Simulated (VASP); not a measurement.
Output of a VASP run:

File OSZICAR:
```
       N       E                     dE             d eps       ncg     rms          rms(c)
DAV:   1     0.196898819599E+02    0.19690E+02   -0.42136E+03  4607   0.662E+02
DAV:   2    -0.333158437904E+01   -0.23021E+02   -0.21598E+02  3645   0.138E+02
DAV:   3    -0.346240727322E+01   -0.13082E+00   -0.13079E+00  4243   0.105E+01
DAV:   4    -0.346273023422E+01   -0.32296E-03   -0.32296E-03  3969   0.553E-01
DAV:   5    -0.346273229704E+01   -0.20628E-05   -0.20629E-05  3913   0.410E-02    0.951E+00
DAV:   6    -0.322279510618E+01    0.23994E+00   -0.75905E-01  3579   0.854E+00    0.604E+00
DAV:   7    -0.320317303836E+01    0.19622E-01   -0.78028E-02  3744   0.272E+00    0.276E+00
DAV:   8    -0.320084019980E+01    0.23328E-02   -0.18395E-03  3745   0.432E-01    0.228E-01
DAV:   9    -0.320083521503E+01    0.49848E-05   -0.54916E-06  3899   0.251E-02    0.212E-02
DAV:  10    -0.320084035810E+01   -0.51431E-05   -0.18037E-06  3861   0.146E-02    0.215E-03
DAV:  11    -0.320084034427E+01    0.13831E-07   -0.17600E-08  1796   0.118E-03
   1 F= -.32008403E+01 E0= -.32001550E+01  d E =-.137073E-02
```

OUTCAR:
```
------------------------ aborting loop because EDIFF is reached ----------------------------------------
  FORCE on cell =-STRESS in cart. coord.  units (eV):
  Direction    XX          YY          ZZ          XY          YZ          ZX
  --------------------------------------------------------------------------------------
  Total        0.8980938      0.8980938      0.8980938      0.0000000      0.0000000      0.0000000
  in kB       84.7445549     84.7445549     84.7445549      0.0000000      0.0000000      0.0000000
  external PRESSURE =      84.7445549 kB  Pullay stress =       0.0000000 kB
  volume of cell :       16.98
      direct lattice vectors                 reciprocal lattice vectors
     0.000000000  2.040000000  2.040000000    -0.245098039  0.245098039  0.245098039
     2.040000000  0.000000000  2.040000000     0.245098039 -0.245098039  0.245098039
     2.040000000  2.040000000  0.000000000     0.245098039  0.245098039 -0.245098039
 POSITION                                       TOTAL-FORCE (eV/Angst)
 -----------------------------------------------------------------------------------
      0.00000      0.00000      0.00000         0.000000      0.000000      0.000000
 -----------------------------------------------------------------------------------
    total drift:                                0.000000      0.000000      0.000000
  FREE ENERGIE OF THE ION-ELECTRON SYSTEM (eV)
  ---------------------------------------------------
  free  energy   TOTEN  =        -3.2008403443 eV

  energy  without entropy=       -3.1994696138  energy(sigma->0) =       -3.20015498
```
(Selected blocks of OUTCAR.)

**POSCAR**
```
Au
1
    0.0000000000     2.0400000000     2.0400000000
    2.0400000000     0.0000000000     2.0400000000
    2.0400000000     2.0400000000     0.0000000000
Au
1
Direct
  0.0000000000   0.0000000000   0.0000000000
```

Problem. Write an INCAR and KPOINTS that could have produced this output.

Solution. This is not unique; one that fits is the input of the run itself, PBE GGA, plane waves, VASP's PBE PAW potentials (set 64).

KPOINTS:
```
Automatic
0
G
 18 18 18
0 0 0
```

**INCAR**
```
SYSTEM  =  Au
PREC  =  Accurate; ENCUT  =  300; LREAL  =  .FALSE.
LASPH  =  .TRUE.
EDIFF  =  1E-6; NELM  =  100; ALGO  =  Normal
LMAXMIX  =  6
ISMEAR  =  0; SIGMA  =  0.1
GGA  =  PE
ISIF  =  2
LWAVE  =  .FALSE.; LCHARG  =  .FALSE.
```

POTCAR, in this order: Au (PBE.64 set). Program: vasp_std.

At this cut-off the stress carries a Pulay error, which pulls relaxed volumes low.

The structure is a typed Au crystal (Fm-3m). The cell was not relaxed at this level.
